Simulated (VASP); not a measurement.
Calculation: SCAN meta-GGA, VASP's PBE PAW potentials (set 64) (plane waves; VASP).

A VASP calculation is set up with these files.

**POSCAR**
```
Tl
1
    1.7653346399    -3.0576493979     0.0000000000
    1.7653346399     3.0576493979     0.0000000000
    0.0000000000     0.0000000000     5.5041026023
Tl
2
Direct
  0.3333330000   0.6666670000   0.2500000000
  0.6666670000   0.3333330000   0.7500000000
```

### KPOINTS_OPT
```
k-points along high-symmetry lines
6
Line-mode
Reciprocal
  0.000000   0.000000   0.000000 ! GAMMA
 -0.000000   0.500000   0.000000 ! M

 -0.000000   0.500000   0.000000 ! M
 -0.333333   0.666667   0.000000 ! K

 -0.333333   0.666667   0.000000 ! K
  0.000000   0.000000   0.000000 ! GAMMA

  0.000000   0.000000   0.000000 ! GAMMA
  0.000000   0.000000   0.500000 ! A

  0.000000   0.000000   0.500000 ! A
 -0.000000   0.500000   0.500000 ! L

 -0.000000   0.500000   0.500000 ! L
 -0.333333   0.666667   0.500000 ! H

 -0.333333   0.666667   0.500000 ! H
  0.000000   0.000000   0.500000 ! A

 -0.000000   0.500000   0.500000 ! L
 -0.000000   0.500000   0.000000 ! M

 -0.333333   0.666667   0.500000 ! H
 -0.333333   0.666667   0.000000 ! K
```

### KPOINTS
```
Automatic mesh
0
Gamma
13 13 8
0 0 0
```

INCAR:
```
SYSTEM = Tl
PREC = Accurate; ENCUT = 520; LREAL = .FALSE.
LASPH = .TRUE.
EDIFF = 1E-7; NELM = 100; ALGO = Normal
LMAXMIX = 4; LMIXTAU = .TRUE.
ISMEAR = -5
METAGGA = SCAN
ISIF = 2
LWAVE = .FALSE.; LCHARG = .FALSE.; LORBIT = 11
NEDOS = 601
```

POTCAR, in this order: Tl_d (PBE.64 set). Program: vasp_std.

Unless said otherwise, spin-orbit coupling is left out, though it shifts the bands of the heavy elements here.

**Question.** What does the run give for the energy per atom (σ→0), band gap (over mesh and band path)?

**Answer.** 
| Property | Value |
|---|---|
| energy per atom (σ→0) | -72.319 eV/atom |
| band gap (over mesh and band path) | none (metal, semimetal or under 0.01 eV) |

### OSZICAR
```
...
DAV:  23    -0.144637008828E+03   -0.39973E-05   -0.23941E-07  2779   0.469E-03    0.191E-03
DAV:  24    -0.144637008142E+03    0.68583E-06   -0.10857E-07  1976   0.320E-03    0.364E-04
DAV:  25    -0.144637008423E+03   -0.28029E-06   -0.83370E-08  2634   0.254E-03    0.267E-04
DAV:  26    -0.144637008543E+03   -0.12004E-06   -0.29970E-08  1819   0.143E-03    0.579E-05
DAV:  27    -0.144637008686E+03   -0.14308E-06   -0.42351E-09  1830   0.551E-04    0.491E-05
DAV:  28    -0.144637008689E+03   -0.37112E-08   -0.67202E-09  1813   0.806E-04
   1 F= -.14463701E+03 E0= -.14463701E+03  d E =0.000000E+00
       N       E                     dE             ncg
```

The compound is Tl in the hcp structure. It was relaxed first.
